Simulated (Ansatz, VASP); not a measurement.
Two plane-wave programs on HfGe

The input INCAR:

```
PREC     = Accurate       # precision mode
ENCUT    = 520            # plane-wave cutoff, eV
EDIFF    = 1E-6           # SCF threshold, eV
ISMEAR   = -1             # smearing method
SIGMA    = 0.05           # smearing width, eV
LREAL    = F              # projectors in reciprocal space
LASPH    = T              # aspherical terms in the spheres
NELM     = 80             # most SCF steps
ALGO     = Normal         # electronic algorithm
ISIF     = 2              # what is computed and relaxed
LWAVE    = F              # write WAVECAR
LCHARG   = F              # write CHGCAR
GGA      = RE             # functional
NBANDS   = 19             # bands
```

The input KPOINTS:

```
Automatic mesh
0
Gamma
  8 8 8
```

POSCAR

```
HfGe
1.0
    3.5008378700      0.0000000000      0.0000000000
    0.0000000000      3.5008378700      0.0000000000
    0.0000000000      0.0000000000      3.5008378700
Hf Ge
1 1
Direct
    0.0000000000      0.0000000000      0.0000000000
    0.5000000000      0.5000000000      0.5000000000
```

File input.yaml:

```yaml
crystal:
  lattice:
    - [3.50083787, 0.0, 0.0]
    - [0.0, 3.50083787, 0.0]
    - [0.0, 0.0, 3.50083787]
  atoms:
    - { symbol: Hf, position: [0.0, 0.0, 0.0] }
    - { symbol: Ge, position: [0.5, 0.5, 0.5] }
hamiltonian:
  xc: revpbe
  pseudopotentials: { kind: paw }
kpoints:
  mp_grid: { grid: [8, 8, 8] }
  band_path:
    path:
      - [[0.0, 0.0, 0.0], [0.0, 0.5, 0.0], [0.5, 0.5, 0.0], [0.0, 0.0, 0.0], [0.5, 0.5, 0.5], [0.0, 0.5, 0.0]]
      - [[0.5, 0.5, 0.0], [0.5, 0.5, 0.5]]
    npoints: 14
scf:
  occupations: { method: fermi_dirac, width: 0.05 }
  n_extra_bands: 6
output:
  forces: true
  stress: true
  eigenvalues: true
  fatbands: false
```

The cell was built by a generator and needn't be a form met in nature.

Alike in both runs: functional revPBE; k mesh 8 × 8 × 8; occupations fermi-dirac, width 0.05 eV; no spin polarisation.

|  | VASP | Ansatz |
| --- | --- | --- |
| version | VASP 6.6.1 | Ansatz 0.2.0 |
| potentials or method | VASP PAW PBE potentials, release 64 (Hf_pv, Ge_d) | Ansatz PAW |
| plane-wave cutoff (eV) | 520 | 420 |
| valence electrons in the cell | 24 | 40 |
| task | single point | band structure |

Ansatz gave:

* gap on the k mesh at the Fermi level (eV): none
* pressure (GPa): -9.7

**Question.** Which values does VASP return?

**Answer.** gap on the k mesh at the Fermi level (eV): none; pressure (GPa): -10.0.

A gap of «none» marks a metal or a gap that the smearing closes. With one functional, cell and mesh, what is left measures potentials, basis and numerics. The two sets of potentials don't hold the same shells in valence.

Caveats: the PAW data sets were made with another functional, which shifts forces and pressure a little (VASP); spin-orbit coupling is left out, which moves the levels of the heavy elements (Ansatz); the PAW data sets come from PBE, with cores solved anew for the run's functional, which leaves a small shift of forces and pressure (Ansatz). Spin-orbit coupling is left out, which matters for the levels of Hf.
